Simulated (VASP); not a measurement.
Output of a VASP run:

File OSZICAR:
```
       N       E                     dE             d eps       ncg     rms          rms(c)
DAV:   1     0.230647411167E+03    0.23065E+03   -0.15057E+04  1368   0.157E+03
DAV:   2    -0.102111344662E+01   -0.23167E+03   -0.22195E+03  1464   0.420E+02
DAV:   3    -0.141892438324E+02   -0.13168E+02   -0.13108E+02  1482   0.111E+02
DAV:   4    -0.142807852705E+02   -0.91541E-01   -0.91497E-01  1496   0.964E+00
DAV:   5    -0.142811519386E+02   -0.36667E-03   -0.36663E-03  1478   0.566E-01    0.111E+01
DAV:   6    -0.127762128698E+02    0.15049E+01   -0.39967E+00  1934   0.426E+01    0.829E+00
DAV:   7    -0.127932232955E+02   -0.17010E-01   -0.76949E-01  1372   0.980E+00    0.490E+00
DAV:   8    -0.127720336653E+02    0.21190E-01   -0.15575E-01  1396   0.434E+00    0.826E-01
DAV:   9    -0.127610684555E+02    0.10965E-01   -0.27965E-02  1786   0.286E+00    0.224E-01
DAV:  10    -0.127614106832E+02   -0.34223E-03   -0.39393E-03  1370   0.577E-01    0.702E-02
DAV:  11    -0.127614315938E+02   -0.20911E-04   -0.65793E-05  1646   0.201E-01    0.205E-02
DAV:  12    -0.127614371908E+02   -0.55969E-05   -0.16675E-05  1520   0.763E-02    0.105E-02
DAV:  13    -0.127614366777E+02    0.51307E-06   -0.31407E-06  1444   0.234E-02
   1 F= -.12761437E+02 E0= -.12761437E+02  d E =-.857251E-14  mag=    -0.0000    -0.0000    -0.0000
       N       E                     dE             ncg
       N       E                     dE             ncg
       N       E                     dE             ncg
```

### OUTCAR
```
------------------------ aborting loop because EDIFF is reached ----------------------------------------
  FORCE on cell =-STRESS in cart. coord.  units (eV):
  Direction    XX          YY          ZZ          XY          YZ          ZX
  --------------------------------------------------------------------------------------
  Total       -0.0202878     -0.0202878     -0.0202878      0.0000000      0.0000000      0.0000000
  in kB       -0.8657229     -0.8657229     -0.8657229      0.0000000      0.0000000      0.0000000
  external PRESSURE =      -0.8657229 kB  Pullay stress =       0.0000000 kB
  volume of cell :       37.55
      direct lattice vectors                 reciprocal lattice vectors
     0.000000000  2.657737702  2.657737702    -0.188129927  0.188129927  0.188129927
     2.657737702  0.000000000  2.657737702     0.188129927 -0.188129927  0.188129927
     2.657737702  2.657737702  0.000000000     0.188129927  0.188129927 -0.188129927
 POSITION                                       TOTAL-FORCE (eV/Angst)
 -----------------------------------------------------------------------------------
      0.00000      0.00000      0.00000        -0.000000      0.000000      0.000000
      1.32887      1.32887      1.32887         0.000000     -0.000000      0.000000
      3.98661      3.98661      3.98661        -0.000000      0.000000     -0.000000
 -----------------------------------------------------------------------------------
    total drift:                                0.000000      0.000000      0.000000
  FREE ENERGIE OF THE ION-ELECTRON SYSTEM (eV)
  ---------------------------------------------------
  free  energy   TOTEN  =       -12.7614366777 eV

  energy  without entropy=      -12.7614366777  energy(sigma->0) =      -12.76143668

 Ion:    1  E_soc:     -0.0487592

 Ion:    2  E_soc:     -0.0005719

 Ion:    3  E_soc:     -0.0005719
```
(Selected blocks of OUTCAR.)

### POSCAR
```
CdF2
1
    0.0000000000     2.6577377019     2.6577377019
    2.6577377019     0.0000000000     2.6577377019
    2.6577377019     2.6577377019     0.0000000000
Cd F
1 2
Direct
  0.0000000000   0.0000000000   0.0000000000
  0.2500000000   0.2500000000   0.2500000000
  0.7500000000   0.7500000000   0.7500000000
```

Reconstruct the remaining input files.

One answer among several that fit: the input of the run itself, LDA (Ceperley-Alder, Perdew-Zunger) with spin-orbit coupling, plane waves, VASP's LDA PAW potentials (set 64).

KPOINTS:
```
Automatic mesh
0
Gamma
7 7 7
0 0 0
```

**KPOINTS_OPT**
```
k-points along high-symmetry lines
8
Line-mode
Reciprocal
  0.000000   0.000000   0.000000 ! GAMMA
  0.500000   0.000000   0.500000 ! X

  0.500000   0.000000   0.500000 ! X
  0.625000   0.250000   0.625000 ! U

  0.375000   0.375000   0.750000 ! K
  0.000000   0.000000   0.000000 ! GAMMA

  0.000000   0.000000   0.000000 ! GAMMA
  0.500000   0.500000   0.500000 ! L

  0.500000   0.500000   0.500000 ! L
  0.500000   0.250000   0.750000 ! W

  0.500000   0.250000   0.750000 ! W
  0.500000   0.000000   0.500000 ! X
```

**INCAR**
```
ALGO = Normal
EDIFF = 1E-6
ENCUT = 520
GGA_COMPAT = F
ISMEAR = 0
LASPH = T
LCHARG = F
LMAXMIX = 4
LREAL = F
LSORBIT = T
LWAVE = F
MAGMOM = 0 0 0 0 0 0 0 0 0
NELM = 100
PREC = Accurate
SIGMA = 0.05
SYSTEM = CdF2
```

POTCAR, in this order: Cd F (LDA.64 set). Program: vasp_ncl.

The compound is CdF2 in the fluorite structure. It was relaxed first.
